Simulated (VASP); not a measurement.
Output of a VASP run:

OSZICAR:
```
       N       E                     dE             d eps       ncg     rms          rms(c)
DAV:   1     0.813696731972E+01    0.81370E+01   -0.34132E+03  1344   0.770E+02
DAV:   2    -0.106471463444E+02   -0.18784E+02   -0.17680E+02  2032   0.872E+01
DAV:   3    -0.108548364592E+02   -0.20769E+00   -0.20769E+00  1632   0.116E+01
DAV:   4    -0.108557296290E+02   -0.89317E-03   -0.89317E-03  2280   0.822E-01
DAV:   5    -0.108557299411E+02   -0.31209E-06   -0.31206E-06  1696   0.131E-02    0.702E+00
DAV:   6    -0.105397682840E+02    0.31596E+00   -0.24138E-01  1512   0.261E+00    0.431E+00
DAV:   7    -0.104178820765E+02    0.12189E+00   -0.35195E-01  1624   0.323E+00    0.567E-01
DAV:   8    -0.104177048504E+02    0.17723E-03   -0.10524E-02  1568   0.764E-01    0.115E-01
DAV:   9    -0.104176580231E+02    0.46827E-04   -0.60433E-04  1896   0.158E-01    0.824E-02
DAV:  10    -0.104176432447E+02    0.14778E-04   -0.78934E-05  1592   0.543E-02    0.413E-02
DAV:  11    -0.104176433188E+02   -0.74099E-07   -0.86534E-07  1720   0.914E-03
   1 F= -.18466061E+01 E0= -.18465823E+01  d E =-.184661E+01
```

### OUTCAR
```
------------------------ aborting loop because EDIFF is reached ----------------------------------------
  FORCE on cell =-STRESS in cart. coord.  units (eV):
  Direction    XX          YY          ZZ          XY          YZ          ZX
  --------------------------------------------------------------------------------------
  Total        8.5531452      8.5531452      8.5531452      0.0000000      0.0000000      0.0000000
  in kB      449.0606294    449.0606294    449.0606294      0.0000000      0.0000000      0.0000000
  external PRESSURE =      -0.9393706 kB  Pullay stress =     450.0000000 kB
  volume of cell :       30.52
      direct lattice vectors                 reciprocal lattice vectors
     0.000000000  2.480278701  2.480278701    -0.201590249  0.201590249  0.201590249
     2.480278701  0.000000000  2.480278701     0.201590249 -0.201590249  0.201590249
     2.480278701  2.480278701  0.000000000     0.201590249  0.201590249 -0.201590249
 POSITION                                       TOTAL-FORCE (eV/Angst)
 -----------------------------------------------------------------------------------
      0.00000      0.00000      0.00000         0.000000      0.000000      0.000000
      1.24014      1.24014      1.24014        -0.000000     -0.000000     -0.000000
 -----------------------------------------------------------------------------------
    total drift:                                0.000000      0.000000     -0.000000
  FREE ENERGIE OF THE ION-ELECTRON SYSTEM (eV)
  ---------------------------------------------------
  free  energy   TOTEN  =       -10.4176433188 eV

  energy  without entropy=      -10.4175718915  energy(sigma->0) =      -10.41761951
  enthalpy is  TOTEN    =        -1.8466061460 eV   P V=        8.5710371728

 reached required accuracy - stopping structural energy minimisation
```
(Selected blocks of OUTCAR.)

POSCAR:
```
Si
1
    0.0000000000     2.4802787011     2.4802787011
    2.4802787011     0.0000000000     2.4802787011
    2.4802787011     2.4802787011     0.0000000000
Si
2
Direct
  1.0000000000   1.0000000000   1.0000000000
  0.2500000000   0.2500000000   0.2500000000
```

Question: Write an INCAR and KPOINTS that could have produced this output.

Answer: This is not unique; one that fits is the input of the run itself, PBEsol GGA, plane waves, VASP's PBE PAW potentials (set 64).

### KPOINTS
```
Automatic mesh
0
Gamma
13 13 13
0 0 0
```

**INCAR**
```
# general
SYSTEM   =  Si
PREC     =  Accurate
ENCUT    =  500   # plane-wave cut-off (eV)
LREAL    =  .FALSE.   # projection in real space or not
LASPH    =  .TRUE.   # aspherical one-centre terms

# electronic loop
EDIFF    =  1E-6   # SCF stop (eV)
NELM     =  100
ALGO     =  Normal   # blocked Davidson

# smearing
ISMEAR   =  1
SIGMA    =  0.1   # width (eV)

# functional
GGA      =  PS   # PBEsol

# ions
IBRION   =  2   # conjugate gradients
NSW      =  40   # most ionic steps
ISIF     =  3   # ions, shape and volume
EDIFFG   =  -0.02   # ionic stop
PSTRESS  =  450   # kbar

# output
LWAVE    =  .FALSE.
LCHARG   =  .FALSE.
```

POTCAR, in this order: Si (PBE.64 set). Program: vasp_std.

The compound is Si in the diamond structure. It was relaxed first under an external pressure of 45 GPa.
